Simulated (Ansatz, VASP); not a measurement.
# CuSO4 (Chalcocyanite): VASP beside Ansatz, part 2 of 2

Aim: how closely do two programs agree when they are given the same cell, functional and k mesh? The cell is taken from a series of runs on this material, whose earlier steps may have relaxed, scaled, displaced or heated it; both programs get it as it stands.

VASP 6.6.1 and Ansatz 0.2.0.

So far: The structure; Ansatz: single point, PBEsol, DFT+U.

### 3. VASP: single point, PBEsol, DFT+U

Level of this step: PBEsol, DFT+U (Cu d 8.4 eV), spin-polarised from an antiferromagnetic start; plane waves and PAW (Cu, S, O) (VASP).

The same cell, functional, mesh and smearing now go to VASP, with its own data sets.

Lines of VASP's logs that name or quote its potential files are left out, and so is its time.

Contents of INCAR:

```
SYSTEM = CuSO4
PREC = Accurate
ENCUT = 520
EDIFF = 1E-06
NELM = 200
ISMEAR = -1
SIGMA = 0.1
LREAL = .FALSE.
ALGO = Normal
GGA = PS
NBANDS = 118
ISPIN = 2
MAGMOM = 0.75 0.75 -0.75 -0.75 0 0 0 0 0 0 0 0 0 0 0 0 0.02 0.02 -0.02 -0.02 0.02 0.02 -0.02 -0.02
LDAU = .TRUE.
LDAUTYPE = 2
LDAUL = 2 -1 -1
LDAUU = 8.4 0 0
LDAUJ = 0 0 0
LDAUPRINT = 1
LASPH = .TRUE.
LMAXMIX = 4
LORBIT = 11
LWAVE = .FALSE.
LCHARG = .FALSE.
ISIF = 2
GGA_COMPAT = .FALSE.
KPAR = 4
```

Contents of POSCAR:

```
CuSO4
1.0
    8.4090000000      0.0000000000      0.0000000000
    0.0000000000      6.7090000000      0.0000000000
    0.0000000000      0.0000000000      4.8330000000
Cu S O
4 4 16
Direct
    0.0000000000      0.0000000000      0.0000000000
    0.5000000000      0.0000000000      0.5000000000
    0.5000000000      0.5000000000      0.5000000000
    0.0000000000      0.5000000000      0.0000000000
    0.1836300000      0.2500000000      0.4497900000
    0.3163700000      0.7500000000      0.9497900000
    0.6836300000      0.2500000000      0.0502100000
    0.8163700000      0.7500000000      0.5502100000
    0.1293000000      0.2500000000      0.7353000000
    0.3707000000      0.7500000000      0.2353000000
    0.6293000000      0.2500000000      0.7647000000
    0.8707000000      0.7500000000      0.2647000000
    0.3646000000      0.2500000000      0.4385000000
    0.1354000000      0.7500000000      0.9385000000
    0.8646000000      0.2500000000      0.0615000000
    0.6354000000      0.7500000000      0.5615000000
    0.1328000000      0.0674000000      0.3083000000
    0.3672000000      0.9326000000      0.8083000000
    0.6328000000      0.4326000000      0.1917000000
    0.8672000000      0.5674000000      0.6917000000
    0.8672000000      0.9326000000      0.6917000000
    0.6328000000      0.0674000000      0.1917000000
    0.3672000000      0.5674000000      0.8083000000
    0.1328000000      0.4326000000      0.3083000000
```

Contents of KPOINTS:

```
Automatic mesh
0
Gamma
4 4 6
0 0 0
```

Potentials, in the order of the species: Cu, S and O (PBE family, release 64).

Run with:

```console
mpirun -np 4 vasp_std
```

Numbers of over 12 decimals in the logs are rounded to 6 here.

The log of the run:

```text
[banner, memory and clock lines left out]
running    4 mpi-ranks, on    1 nodes
 distrk:  each k-point on    1 cores,    4 groups
 distr:  one band on    1 cores,    1 groups

 POSCAR found type information on POSCAR CuS O
 POSCAR found :  3 types and      24 ions
|                                                                             |
|               ----> ADVICE to this user running VASP <----                  |
|                                                                             |
|     You have a (more or less) 'large supercell' and for larger cells it     |
|     might be more efficient to use real-space projection operators.         |
|     Therefore, try LREAL= Auto in the INCAR file.                           |
|     Mind: For very accurate calculation, you might also keep the            |
|     reciprocal projection scheme (i.e. LREAL=.FALSE.).                      |
|                                                                             |

|                                                                             |
|               ----> ADVICE to this user running VASP <----                  |
|                                                                             |
|     You enforced a specific xc type in the INCAR file but a different       |
|     [... a line on the potential file left out ...]
|     I HOPE YOU KNOW WHAT YOU ARE DOING!                                     |
|                                                                             |

 LDA part: xc-table for (Slater+PW92), standard interpolation
 POSCAR, INCAR and KPOINTS ok, starting setup
 FFT: planning ... GRIDC
 FFT: planning ... GRID_SOFT
 FFT: planning ... GRID
 WAVECAR not read
 entering main loop
       N       E                     dE             d eps       ncg     rms          rms(c)
DAV:   1     0.245641839365E+04    0.24564E+04   -0.71471E+04 17642   0.171E+03
DAV:   2     0.345872905817E+03   -0.21105E+04   -0.18692E+04 18592   0.511E+02
DAV:   3    -0.113260127186E+03   -0.45913E+03   -0.43682E+03 18088   0.226E+02
DAV:   4    -0.152362339940E+03   -0.39102E+02   -0.37976E+02 22424   0.750E+01
DAV:   5    -0.154061967298E+03   -0.16996E+01   -0.16865E+01 25128   0.159E+01    0.908E+01
DAV:   6    -0.135064056363E+03    0.18998E+02   -0.73457E+01 29552   0.104E+02    0.391E+01
DAV:   7    -0.137613991255E+03   -0.25499E+01   -0.25699E+01 27512   0.432E+01    0.175E+01
DAV:   8    -0.138225799457E+03   -0.61181E+00   -0.94240E+00 24776   0.605E+01    0.106E+01
DAV:   9    -0.138239064270E+03   -0.13265E-01   -0.27442E+00 25288   0.426E+01    0.366E+00
DAV:  10    -0.138187245750E+03    0.51819E-01   -0.11094E+00 27008   0.183E+01    0.118E+00
DAV:  11    -0.138219718394E+03   -0.32473E-01   -0.27737E-01 25984   0.424E+00    0.659E-01
DAV:  12    -0.138233237778E+03   -0.13519E-01   -0.28604E-02 26992   0.279E+00    0.322E-01
DAV:  13    -0.138237084566E+03   -0.38468E-02   -0.94696E-03 27584   0.120E+00    0.162E-01
DAV:  14    -0.138237838273E+03   -0.75371E-03   -0.26296E-03 26936   0.500E-01    0.870E-02
DAV:  15    -0.138237960371E+03   -0.12210E-03   -0.57956E-04 29488   0.293E-01    0.531E-02
DAV:  16    -0.138238062228E+03   -0.10186E-03   -0.20175E-04 31616   0.213E-01    0.335E-02
DAV:  17    -0.138238193991E+03   -0.13176E-03   -0.11503E-04 30088   0.221E-01    0.297E-02
DAV:  18    -0.138238309427E+03   -0.11544E-03   -0.12179E-04 29392   0.209E-01    0.221E-02
DAV:  19    -0.138238395829E+03   -0.86402E-04   -0.13318E-04 28680   0.274E-01    0.157E-02
DAV:  20    -0.138238444153E+03   -0.48324E-04   -0.15353E-04 29032   0.231E-01    0.143E-02
DAV:  21    -0.138238458816E+03   -0.14663E-04   -0.73382E-05 26294   0.678E-02    0.698E-03
DAV:  22    -0.138238462127E+03   -0.33108E-05   -0.67276E-06 18050   0.277E-02    0.345E-03
DAV:  23    -0.138238463884E+03   -0.17575E-05   -0.16025E-06 12122   0.346E-02    0.305E-03
DAV:  24    -0.138238464865E+03   -0.98054E-06   -0.43547E-06 16196   0.186E-02
   1 F= -.13823846E+03 E0= -.13823846E+03  d E =-.530824E-05  mag=     0.0000
```

OUTCAR, selected parts (step 3):

```text
ion  position               nearest neighbor table
   1  0.000  0.000  0.000-  17 1.92  21 1.92  14 2.05  15 2.05   9 2.37  12 2.37
   2  0.500  0.000  0.500-  18 1.92  22 1.92  13 2.05  16 2.05  10 2.37  11 2.37
   3  0.500  0.500  0.500-  19 1.92  23 1.92  13 2.05  16 2.05  10 2.37  11 2.37
   4  0.000  0.500  0.000-  20 1.92  24 1.92  14 2.05  15 2.05   9 2.37  12 2.37
   5  0.184  0.250  0.450-   9 1.45  17 1.47  24 1.47  13 1.52
   6  0.316  0.750  0.950-  10 1.45  18 1.47  23 1.47  14 1.52
   7  0.684  0.250  0.050-  11 1.45  19 1.47  22 1.47  15 1.52
   8  0.816  0.750  0.550-  12 1.45  20 1.47  21 1.47  16 1.52
   9  0.129  0.250  0.735-   5 1.45   4 2.37   1 2.37
  10  0.371  0.750  0.235-   6 1.45   3 2.37   2 2.37
  11  0.629  0.250  0.765-   7 1.45   3 2.37   2 2.37
  12  0.871  0.750  0.265-   8 1.45   4 2.37   1 2.37
  13  0.365  0.250  0.438-   5 1.52   3 2.05   2 2.05
  14  0.135  0.750  0.938-   6 1.52   4 2.05   1 2.05
  15  0.865  0.250  0.062-   7 1.52   4 2.05   1 2.05
  16  0.635  0.750  0.562-   8 1.52   3 2.05   2 2.05
  17  0.133  0.067  0.308-   5 1.47   1 1.92
  18  0.367  0.933  0.808-   6 1.47   2 1.92
  19  0.633  0.433  0.192-   7 1.47   3 1.92
  20  0.867  0.567  0.692-   8 1.47   4 1.92
  21  0.867  0.933  0.692-   8 1.47   1 1.92
  22  0.633  0.067  0.192-   7 1.47   2 1.92
  23  0.367  0.567  0.808-   6 1.47   3 1.92
  24  0.133  0.433  0.308-   5 1.47   4 1.92

  LATTYP: Found a simple orthorhombic cell.
 ALAT       =     4.8330000000
 B/A-ratio  =     1.3881647010
 C/A-ratio  =     1.7399130975

 Subroutine GETGRP returns: Found  8 space group operations
 (whereof  2 operations were pure point group operations)

The static configuration has the point symmetry S_2 .
 The point group associated with its full space group is D_2h.

 Found     36 irreducible k-points:

   k-points           NKPTS =     36   k-points in BZ     NKDIM =     36   number of bands    NBANDS=    118

   dimension x,y,z NGX =    64 NGY =   50 NGZ =   36
   dimension x,y,z NGXF=   128 NGYF=  100 NGZF=   72

   ENCUT  =  520.0 eV  38.22 Ry    6.18 a.u.  15.64 12.47  8.99*2*pi/ulx,y,z

   NELECT =     164.0000    total number of electrons

 k-points in reciprocal lattice and weights: Automatic mesh
   0.00000000  0.00000000  0.00000000       0.010
   0.25000000  0.00000000  0.00000000       0.021
   0.50000000  0.00000000  0.00000000       0.010
   0.00000000  0.25000000  0.00000000       0.021
   0.25000000  0.25000000  0.00000000       0.042
   0.50000000  0.25000000  0.00000000       0.021
   0.00000000  0.50000000  0.00000000       0.010
   0.25000000  0.50000000  0.00000000       0.021
   0.50000000  0.50000000  0.00000000       0.010
[...]
0.25000000  0.50000000  0.50000000       0.021
   0.50000000  0.50000000  0.50000000       0.010

atom =   1  type =  1  l = 2

 onsite density matrix

spin component  1

  1.0020  0.0001  0.0141  0.0118  0.0077
  0.0001  0.9896  0.0041  0.0086  0.0020
  0.0141  0.0041  0.9946  0.0134  0.0053
  0.0118  0.0086  0.0134  1.0020  0.0110
  0.0077  0.0020  0.0053  0.0110  0.9838

spin component  2

  0.7196 -0.1028 -0.2179 -0.2625 -0.1159
 -0.1028  0.9510 -0.0806 -0.0920 -0.0431
 -0.2179 -0.0806  0.8024 -0.2128 -0.0966
 -0.2625 -0.0920 -0.2128  0.7331 -0.1092
 -0.1159 -0.0431 -0.0966 -0.1092  0.9288

 occupancies and eigenvectors

  o =  0.1983  v =  0.0000  0.0000  0.0000  0.0000  0.0000  0.5836  0.2146  0.4789  0.5656  0.2531      0.0000  0.0000  0.0000  0.0000  0.0000  0.0000  0.0000  0.0000  0.0000  0.0000
  o =  0.9768  v =  0.0000  0.0000  0.0000  0.0000  0.0000 -0.1415  0.1246  0.2326 -0.4698  0.8305      0.0000  0.0000  0.0000  0.0000  0.0000  0.0000  0.0000  0.0000  0.0000  0.0000
[...]
82       1.5603      1.00000
     83       4.6271      0.00000
     84       4.6271      0.00000
     85       7.9617      0.00000
     86       7.9617      0.00000
     87       9.4906      0.00000
    ...

 k-point     4 :       0.0000    0.2500    0.0000
  band No.  band energies     occupation
    ...
     78       1.3002      1.00000
     79       1.3482      1.00000
     80       1.4116      1.00000
     81       1.7333      1.00000
     82       1.7991      1.00000
     83       4.5354      0.00000
     84       4.7552      0.00000
     85       7.3474      0.00000
     86       9.1841      0.00000
     87       9.3578      0.00000
    ...

 k-point     5 :       0.2500    0.2500    0.0000
  band No.  band energies     occupation
    ...
     78       1.2761      1.00000
     79       1.3655      1.00000
     80       1.4850      1.00000
     81       1.6489      1.00000
     82       1.7352      1.00000
     83       4.5375      0.00000
     84       4.7117      0.00000
     85       7.5938      0.00000
     86       8.9805      0.00000
     87       9.2776      0.00000
    ...

 k-point     6 :       0.5000    0.2500    0.0000
  band No.  band energies     occupation
    ...
     78       1.2935      1.00000
     79       1.4658      1.00000
     80       1.4948      1.00000
     81       1.5683      1.00000
     82       1.6005      1.00000
     83       4.5907      0.00000
     84       4.6188      0.00000
     85       8.2353      0.00000
     86       8.2605      0.00000
     87       9.3868      0.00000
    ...

 spin component 2
 k-point     1 :       0.0000    0.0000    0.0000
  band No.  band energies     occupation
    ...
     78       1.1666      1.00000
     79       1.3554      1.00000
     80       1.5181      1.00000
     81       1.6744      1.00000
     82       1.7682      1.00000
     83       4.5623      0.00000
     84       4.7717      0.00000
     85       6.9823      0.00000
     86       9.2469      0.00000
     87       9.3660      0.00000
    ...

 k-point     2 :       0.2500    0.0000    0.0000
  band No.  band energies     occupation
    ...
     78       1.2280      1.00000
     79       1.4031      1.00000
     80       1.4796      1.00000
     81       1.6065      1.00000
     82       1.7049      1.00000
     83       4.5739      0.00000
     84       4.7204      0.00000
     85       7.2612      0.00000
     86       8.7850      0.00000
     87       9.3772      0.00000
    ...

 k-point     3 :       0.5000    0.0000    0.0000
  band No.  band energies     occupation
    ...
     78       1.3253      1.00000
     79       1.4313      1.00000
     80       1.4313      1.00000
     81       1.5603      1.00000
     82       1.5603      1.00000
     83       4.6271      0.00000
     84       4.6271      0.00000
     85       7.9617      0.00000
     86       7.9617      0.00000
     87       9.4906      0.00000
    ...

  Total       -1.3662465     -1.3307202      0.2708005      0.0000000     -0.0000000      0.0000000
  in kB       -8.0282469     -7.8194896      1.5912601      0.0000000     -0.0000000      0.0000000
  external PRESSURE =      -4.7521588 kB  Pullay stress =       0.0000000 kB

  energy-cutoff  :      520.00
  volume of cell :      272.66
      direct lattice vectors                 reciprocal lattice vectors
     8.409000000  0.000000000  0.000000000     0.118920205  0.000000000  0.000000000
     0.000000000  6.709000000  0.000000000     0.000000000  0.149053510  0.000000000
     0.000000000  0.000000000  4.833000000     0.000000000  0.000000000  0.206910821

 POSITION                                       TOTAL-FORCE (eV/Angst)
 -----------------------------------------------------------------------------------
      0.00000      0.00000      0.00000         0.000000     -0.000000      0.000000
      4.20450      0.00000      2.41650         0.000000     -0.000000      0.000000
      4.20450      3.35450      2.41650         0.000000     -0.000000      0.000000
      0.00000      3.35450      0.00000         0.000000     -0.000000      0.000000
      1.54414      1.67725      2.17384        -0.017424     -0.000000     -0.054119
      2.66036      5.03175      4.59034         0.017424     -0.000000     -0.054119
      5.74864      1.67725      0.24266        -0.017424     -0.000000      0.054119
      6.86486      5.03175      2.65916         0.017424     -0.000000      0.054119
      1.08728      1.67725      3.55370        -0.269100     -0.000000      0.654839
      3.11722      5.03175      1.13720         0.269100     -0.000000      0.654839
      5.29178      1.67725      3.69580        -0.269100     -0.000000     -0.654839
      7.32172      5.03175      1.27930         0.269100     -0.000000     -0.654839
      3.06592      1.67725      2.11927         0.537723     -0.000000      0.012096
      1.13858      5.03175      4.53577        -0.537723     -0.000000      0.012096
      7.27042      1.67725      0.29723         0.537723     -0.000000     -0.012096
      5.34308      5.03175      2.71373        -0.537723     -0.000000     -0.012096
      1.11672      0.45219      1.49001        -0.232140     -0.460147     -0.406191
      3.08778      6.25681      3.90651         0.232140      0.460147     -0.406191
      5.32122      2.90231      0.92649        -0.232140      0.460147      0.406191
      7.29228      3.80669      3.34299         0.232140     -0.460147      0.406191
      7.29228      6.25681      3.34299         0.232140      0.460147      0.406191
      5.32122      0.45219      0.92649        -0.232140     -0.460147      0.406191
      3.08778      3.80669      3.90651         0.232140     -0.460147     -0.406191
      1.11672      2.90231      1.49001        -0.232140      0.460147     -0.406191
 -----------------------------------------------------------------------------------
    total drift:                                0.000000      0.000000     -0.000000

  FREE ENERGIE OF THE ION-ELECTRON SYSTEM (eV)
  ---------------------------------------------------
  free  energy   TOTEN  =      -138.2384648650 eV

  energy  without entropy=     -138.2384595567  energy(sigma->0) =     -138.23846221

 total charge
# of ion       s       p       d       tot
------------------------------------------
    1        0.303   0.344   9.087   9.734
    2        0.303   0.344   9.087   9.734
    3        0.303   0.344   9.087   9.734
    4        0.303   0.344   9.087   9.734
    5        1.225   2.293   0.000   3.518
    6        1.225   2.293   0.000   3.518
    7        1.225   2.293   0.000   3.518
    8        1.225   2.293   0.000   3.518
    9        1.578   3.578   0.000   5.156
   10        1.578   3.578   0.000   5.156
   11        1.578   3.578   0.000   5.156
   12        1.578   3.578   0.000   5.156
   13        1.562   3.570   0.000   5.132
   14        1.562   3.570   0.000   5.132
   15        1.562   3.570   0.000   5.132
   16        1.562   3.570   0.000   5.132
   17        1.570   3.607   0.000   5.177
   18        1.570   3.607   0.000   5.177
   19        1.570   3.607   0.000   5.177
   20        1.570   3.607   0.000   5.177
   21        1.570   3.607   0.000   5.177
   22        1.570   3.607   0.000   5.177
   23        1.570   3.607   0.000   5.177
   24        1.570   3.607   0.000   5.177
--------------------------------------------------
tot         31.225  67.999  36.347 135.571

 magnetization (x)
# of ion       s       p       d       tot
------------------------------------------
    1        0.002   0.001   0.837   0.840
    2        0.002   0.001   0.837   0.840
    3       -0.002  -0.001  -0.837  -0.840
    4       -0.002  -0.001  -0.837  -0.840
    5        0.000   0.000   0.000   0.000
    6        0.000   0.000   0.000   0.000
    7        0.000   0.000   0.000   0.000
    8        0.000   0.000   0.000   0.000
    9        0.000   0.000   0.000   0.000
   10        0.000   0.000   0.000   0.000
   11        0.000   0.000   0.000   0.000
   12        0.000   0.000   0.000   0.000
   13        0.000   0.000   0.000   0.000
   14        0.000   0.000   0.000   0.000
   15        0.000   0.000   0.000   0.000
   16        0.000   0.000   0.000   0.000
   17        0.004   0.017   0.000   0.021
   18        0.004   0.017   0.000   0.021
   19       -0.004  -0.017   0.000  -0.021
   20       -0.004  -0.017   0.000  -0.021
   21        0.004   0.017   0.000   0.021
   22        0.004   0.017   0.000   0.021
   23       -0.004  -0.017   0.000  -0.021
   24       -0.004  -0.017   0.000  -0.021
--------------------------------------------------
tot          0.000   0.000   0.000   0.000

[... 1 further part left out ...]
```

The run ends at a pressure of -0.48 GPa, with forces up to 0.71 eV/Å.

### 4. Side by side

Known differences besides the potentials themselves: VASP starts from the moments at which Ansatz ended; U acts on the PAW sphere in VASP and on atomic orbitals in Ansatz, so only states and trends compare; the data sets hold 196 valence electrons in Ansatz (on its default PAW (the set named soft_2) files) and 164 in VASP; the cutoff is 420 eV in Ansatz and 520 eV in VASP; Ansatz makes its cores anew for this functional, VASP keeps those of its PBE data sets; site moments are counted in spheres of each program's own size. Total energies have different zeros and are not compared.

Compared:

| quantity | Ansatz | VASP | difference |
| --- | --- | --- | --- |
| moment on Cu1 (μB) | 0.75 | 0.84 | -0.09 |
| moment on Cu2 (μB) | 0.75 | 0.84 | -0.09 |
| moment on Cu3 (μB) | -0.75 | -0.84 | +0.09 |
| moment on Cu4 (μB) | -0.75 | -0.84 | +0.09 |

### 5. Results

```
difference in moment on Cu1 (single point, PBEsol, DFT+U) : -0.087 μB
```

What this shows: The difference in moment on Cu1 is -0.087 μB (single point, PBEsol, DFT+U). The data sets hold unlike numbers of valence electrons (196 in Ansatz and 164 in VASP), so part of the differences comes from the potentials. How closely two codes agree says nothing of how well the functional describes the real material.

[Lines on the potential files, build, host, timing and source positions are cut from VASP's logs without a mark.]

[Logs are printed without paths, hosts, clocks, repeated set-up lines and the standing remarks that a program may print on its own settings, such as how far it seeks lower states.]

[Hosts, paths, dates, database ids (printed as entryN), source tags and the programs' standing remarks are cut or masked in the printed files.]
